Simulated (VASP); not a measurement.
CdTe (zinc blende), at 1.04 of the tabulated volume:

```xyz
2
Lattice="0.0000 3.2826 3.2826 3.2826 0.0000 3.2826 3.2826 3.2826 0.0000" Properties=species:S:1:pos:R:3 pbc="T T T"
Cd     0.0000     0.0000     0.0000
Te     1.6413     1.6413     1.6413
```

The lowest empty band near Γ, direction [100], from mBJ (TB09) with spin-orbit coupling in VASP (PAW); its two spin partners are averaged. The gap over the points computed is 1.45 eV, and the next band on that side lies 3.30 eV away at the edge.

Settings: 400 eV cut-off, 8×8×8 Γ-centred mesh, Gaussian smearing of 0.050 eV, potentials Cd Te.

```
distance from the edge in k (1/Å)  distance in energy (meV)
---------------------------------  ------------------------
0.012                                                   4.1
0.018                                                   9.2
0.025                                                  17.7
0.035                                                  34.4
0.050                                                  68.6
0.070                                                 129.6
```

Problem. Fit E(1 + αE) = ħ²k²/2m* (ħ²/2m0 = 3.810 eV Å²) and predict the row at 0.095 1/Å.

Solution. Least squares on the energies gives the electron mass m* = 0.133 m0 and α = 0.65 per eV, and so 225.7 meV. The run gave 225.4 meV, -0.3 meV from the fit.

Left out are points under 3 meV from the edge, since the levels carry 0.1 meV, and points farther than half the way to the next band.

The compound is CdTe in the zinc blende structure. The cell was not relaxed at this level.
